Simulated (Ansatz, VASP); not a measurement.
# Hf3Ti in two plane-wave programs, part 2 of 2

Aim: how closely do two programs agree when they are given the same cell, functional and k mesh? The cell is invented: other elements were put on sites of a known structure type. It may not be a known or stable phase. The cell is taken from a series of runs on this material, whose earlier steps may have relaxed, scaled, displaced or heated it; both programs get it as it stands.

VASP 6.6.1 and Ansatz 0.2.0.

So far. Step 2 (VASP: electric field gradients, PBEsol): The run ends at a pressure of 0.19 GPa, with forces up to 0.017 eV/Å.

## 3. Ansatz: electric field gradients, PBEsol

Level of this step: Ansatz beside VASP: Kohn-Sham DFT, plane waves, PBEsol (Ansatz).

Ansatz runs on its default PAW (the set named soft_2) files.

The same cell, functional, mesh and smearing now go to Ansatz, which takes its cutoff from its data sets.

File input.yaml:

```yaml
crystal:
  lattice:
    - [3.1007638671, 0.0, 0.0]
    - [-1.5503819285, 2.685340281, 0.0]
    - [0.0, 0.0, 9.801514845]
  atoms:
    - { symbol: Hf, position: [0.33333333, 0.66666667, 0.5] }
    - { symbol: Hf, position: [0.0, 0.0, 0.759602818] }
    - { symbol: Hf, position: [0.0, 0.0, 0.240397182] }
    - { symbol: Ti, position: [0.33333333, 0.66666667, 0.0] }
hamiltonian:
  xc: pbesol
  pseudopotentials: { kind: paw }
kpoints:
  mp_grid: { grid: [7, 7, 2] }
scf:
  occupations: { method: methfessel_paxton, width: 0.2 }
  n_extra_bands: 5
output:
  forces: true
  stress: true
  eigenvalues: true
  efg: {}
```

The run is started by

```bash
ansatz run input.yaml --threads 2 --pin off --max-ram 4608MiB --backend cpu --events-out ev --progress --plain --runs-dir out
```

Numbers of over 12 decimals in the logs are rounded to 6 here.

The log of the run:

```text
scf.n_extra_bands = 5 over 45 filled bands (N_el = 90.0): the run solves 50 bands
Hf: output.efg is read without spin–orbit coupling, which moves field gradients at and beside such atoms by some per cent and up to a factor of two; PAW files take it under magnetization.noncollinear and magnetization.spin_orbit
Engine: ansatz 0.2.0, aarch64-unknown-linux-gnu
Pseudopotentials: kind: paw
Pseudopotential: Hf, paw, valence charge 26, recommended cutoff 420 eV (normal), Hf.paw.azcp
Pseudopotential: Ti, paw, valence charge 12, recommended cutoff 420 eV (normal), Ti.paw.azcp
Functional definition: PBEsol
  exchange = pbesol_x
  correlation = pbesol_c
Crystal: 4 atoms, lattice volume = 81.613 Å³
Basis set: ecut = 420 eV, 1581 PW (Γ), exchange–correlation on 48×48×144 points (8 copies of the dense FFT grid, shifted against one another)
Bands: 50, of which v1, the nominal top of the filled ones, is band 45 counted from 1 (44 counted from 0)
Symmetry: 12 space group operations
Space group: P-6m2 (ITA 187), of the structure as read, at distance tolerance 4.3e-5 Å
k-points: 16 of 98 (time reversal used)
Non-local potential: Hf, projectors of the file, l = 0: 3, l = 1: 2, l = 2: 2, l = 3: 3
Non-local potential: Ti, projectors of the file, l = 0: 3, l = 1: 2, l = 2: 3, l = 3: 1
PAW form: soft (Blöchl's): semilocal exchange-correlation on the pseudo side does not see the compensation charge
PAW frozen core: Hf, regenerated for the run's functional, and the local potential with it (the file was generated under x = pbe(κ = 0.804, μ = 0.219515), c = pbe(β = 0.066725))
PAW frozen core: Ti, regenerated for the run's functional, and the local potential with it (the file was generated under x = pbe(κ = 0.804, μ = 0.219515), c = pbe(β = 0.066725))
PAW one-centre angular grid: Hf, 590 points (default); XC on 64 Gauss nodes
PAW one-centre angular grid: Ti, 590 points (default); XC on 64 Gauss nodes
Initial density: superposition of atomic densities (neutral atoms: chi_scale 0, normalization atom), corrected by the library's trained network
Initial wavefunctions: pseudopotential atomic-orbital guess
Functional: x = pbesol(κ = 0.804, μ = 0.123457), c = pbesol(β = 0.046)
SCF iter   1: F=—  HF=-49267.848329 eV  |F-HF|=—  |Δ(HF+E_count)|=         —  Δρ=1.01e-2  dr2=4.77e-1  ethr=1.77e-3  ⟨swp⟩=3.0  Hψ=2250  notcnv=0
preconditioner: auto → Kerker (q_TF=auto, 2.773 Å⁻¹)  [metal: Δε(μ)=0.026 eV  Ē_g=16.212 eV  σ=0.200 eV  W_gap=0.11  n_scr=38 (ndim 8)  ℏωp=37.2 eV  f_vac=0.000  D(μ)=4.74/eV (n_scr^D=52)]
SCF iter   2: F=—  HF=-49267.834883 eV  |F-HF|=—  |Δ(HF+E_count)|=   1.34e-2  S|Δr|=    0.00e0  Δρ=4.74e-3  dr2=1.21e-1  ethr=5.30e-4  ⟨swp⟩=1.0  Hψ=960  notcnv=0
SCF iter   3: F=—  HF=-49267.830825 eV  |F-HF|=—  |Δ(HF+E_count)|=   4.06e-3  S|Δr|=    0.00e0  Δρ=8.84e-4  dr2=1.16e-3  ethr=1.35e-4  ⟨swp⟩=1.4  Hψ=813  notcnv=0
SCF iter   4: F=—  HF=-49267.830558 eV  |F-HF|=—  |Δ(HF+E_count)|=   2.67e-4  S|Δr|=    0.00e0  Δρ=5.01e-4  dr2=1.99e-4  ethr=1.29e-6  ⟨swp⟩=2.0  Hψ=1505  notcnv=0
SCF iter   5: F=—  HF=-49267.830474 eV  |F-HF|=—  |Δ(HF+E_count)|=   8.43e-5  S|Δr|=    0.00e0  Δρ=2.03e-4  dr2=3.55e-5  ethr=2.21e-7  ⟨swp⟩=2.0  Hψ=1258  notcnv=0
SCF iter   6: F=—  HF=-49267.830467 eV  |F-HF|=—  |Δ(HF+E_count)|=   6.96e-6  S|Δr|=    0.00e0  Δρ=4.77e-5  dr2=2.33e-6  ethr=3.94e-8  ⟨swp⟩=2.4  Hψ=1173  notcnv=0
SCF iter   7: F=—  HF=-49267.830466 eV  |F-HF|=—  |Δ(HF+E_count)|=   3.95e-7  S|Δr|=    0.00e0  Δρ=9.26e-6  dr2=7.38e-8  ethr=1.11e-10  ⟨swp⟩=4.0  Hψ=3877  notcnv=0
SCF iter   8: F=-49267.830466 eV  HF=-49267.830466 eV  |F-HF|=8.18e-8  |Δ(HF+E_count)|=   1.18e-7  S|Δr|=    0.00e0  Δρ=8.19e-6  dr2=6.06e-8  ethr=8.21e-11  ⟨swp⟩=4.9  Hψ=3266  notcnv=0
the search or the solves at the SCF's close seem to have found levels that the self-consistency loop had missed (the run counts 3). By its estimate they hold under 1e-12 electrons; where the run keeps them, the occupations were computed again with them
SCF 1 converged in 8 iterations: F = -49267.830466 eV  dr2 = 6.06e-8
  greatest PAW one-centre occupation: 0.999 electrons in one spin orbital (limit 2), on the Ti atom at site 3 (counted from 0), in its partial waves of l = 0
SCF converged after 8 iterations
Stability not checked: this state was not tested for a lower state beside it, because cold or Methfessel-Paxton smearing, or corrected tetrahedra, fill the levels in a way that the test cannot read (fill_not_monotonic; see scf.lower_state_search)
Free energy (F): -49267.830466 eV
Harris-Foulkes:  -49267.830466 eV  (|F-HF|=8.18e-8)
Internal energy: -49267.833167 eV  (E = F + TS)
E sigma→0 (E₀):  -49267.831141 eV
Entropy (-TS):   0.002701 eV (0.675 meV/atom)
Fermi energy:    19.182958 eV
Step filling:    the computed levels leave a gap of 0.0709 eV = 0.4 smearing widths at the electron count; against every level under it full and every level over it empty, smearing changes F+E_penalty+E_count by +3.518 meV and its σ→0 estimate by +2.843 meV
--- Per-component energies (eV) ---
  E_band       = -28.908475
  E_kinetic    = 1551.097581
  E_local      = -17255.305649  (includes V_loc(G=0)·N_el)
  E_nonlocal   = -3705.959381
  E_hartree    = 8110.379722
  E_xc         = -991.859471
  E_vxc        = -921.830537  (∫ρ·V_xc dr)
  E_paw        = -21446.108819  (= ΣΔE_a)
  E_vpaw       = 4082.341724  (= ΣTr[D̂ρ^β])
  E_aug_tail   = 0.000110  (compensation charges beyond the density's cutoff)
  E_ewald      = -15533.969918
  E_core_change = 3.892659  (= ΣΔE_core)
  E_smearing   = 0.002701  (= −TS)
  E_closure    = 0.000000  (closes the sum)
  Σ components = -49267.830466   (vs F -49267.830466, Δ=0.00e0)
--- Forces (eV/Å), atoms counted from 1 ---
  atom   1  Hf     0.00000000     0.00000000    -0.00000000
  atom   2  Hf    -0.00000000    -0.00000000     0.01445483
  atom   3  Hf    -0.00000000    -0.00000000    -0.01445483
  atom   4  Ti     0.00000000     0.00000000     0.00000000
  max |Σ_I F_I| component: 1.67e-16 eV/Å
--- Stress (GPa, compression-positive) ---
        0.456879      -0.000000      -0.000000
       -0.000000       0.456879       0.000000
       -0.000000       0.000000       0.611528
  P = ⅓ Tr σ = 0.5084 GPa (5.084 kbar)
--- PAW observables at the nuclei: V_zz in 10²¹ V/m², potentials from the cell's mean, atoms counted from 1 ---
  atom   1  Hf V_zz =    +4.836857   η = 0.0000   by run symmetry: allowed
            electrostatic potential = -14183.072487 V   contact ρ = none
  atom   2  Hf V_zz =    +7.980895   η = 0.0000   by run symmetry: allowed
            electrostatic potential = -14183.110289 V   contact ρ = none
  atom   3  Hf V_zz =    +7.980895   η = 0.0000   by run symmetry: allowed
            electrostatic potential = -14183.110289 V   contact ρ = none
  atom   4  Ti V_zz =    +1.405416   η = 0.0000   by run symmetry: allowed
            electrostatic potential = -2536.517222 V   contact ρ = none
--- Band table (eV; the first three rows and the last of 16) ---
  k-point 0: bands = [... 41 lower, 19.1534, 19.2251, 19.7251, 19.7251, 19.9511, 19.9511, 20.0645, 20.3495, ... 1 higher]
  k-point 1: bands = [... 41 lower, 19.1040, 19.4639, 19.7073, 19.7073, 19.9034, 19.9034, 19.9716, 20.0119, ... 1 higher]
  k-point 2: bands = [... 41 lower, 18.7780, 18.7786, 19.1443, 19.2251, 19.7647, 19.9648, 20.0370, 20.1560, ... 1 higher]
  k-point 15: bands = [... 41 lower, 17.6967, 17.7283, 17.9836, 18.1057, 19.1079, 19.1542, 19.3068, 19.3187, ... 1 higher]
```

The run ends at a pressure of 0.51 GPa, with forces up to 0.014 eV/Å.

## 4. Differences

Known differences besides the potentials themselves: the data sets hold 90 valence electrons in Ansatz (default PAW (the set named soft_2) files) and 48 in VASP; the cutoff is 420 eV in Ansatz and 620 eV in VASP; Ansatz makes its cores anew for this functional, VASP keeps those of its PBE data sets; Ansatz adds the response of the frozen cores to the gradients, VASP leaves it out. Total energies have different zeros and are not compared.

Compared:

| quantity | Ansatz | VASP | difference |
| --- | --- | --- | --- |
| pressure (GPa) | 0.51 | 0.19 | +0.32 |
| Vzz at Hf1 (V/Å²) | 48.4 | 48.6 | -0.2 |
| Vzz at Hf2 (V/Å²) | 79.8 | 80.4 | -0.6 |
| Vzz at Hf3 (V/Å²) | 79.8 | 80.4 | -0.6 |
| Vzz at Ti4 (V/Å²) | 14.1 | 12.7 | +1.4 |

At this near-relaxed geometry the largest component of a force difference is 2 meV/Å.

## 5. Results

```yaml
difference_in_vzz_at_ti4_electric_field_gradients_pbesol: 1.4 V/Å²
```

In words: The difference in Vzz at Ti4 is 1.4 V/Å² (electric field gradients, PBEsol). What causes the difference of the electric field gradients, PBEsol pair stays open here. Such differences can come from data sets, numerical settings and the points named under the comparisons, not from the functional's error against experiment.

[Lines on the potential files, build, host, timing and source positions are cut from VASP's logs without a mark.]

[Logs are printed without paths, hosts, clocks, repeated set-up lines and the standing remarks that a program may print on its own settings, such as how far it seeks lower states.]

[Hosts, paths, dates, database ids (printed as entryN), source tags and the programs' standing remarks are cut or masked in the printed files.]
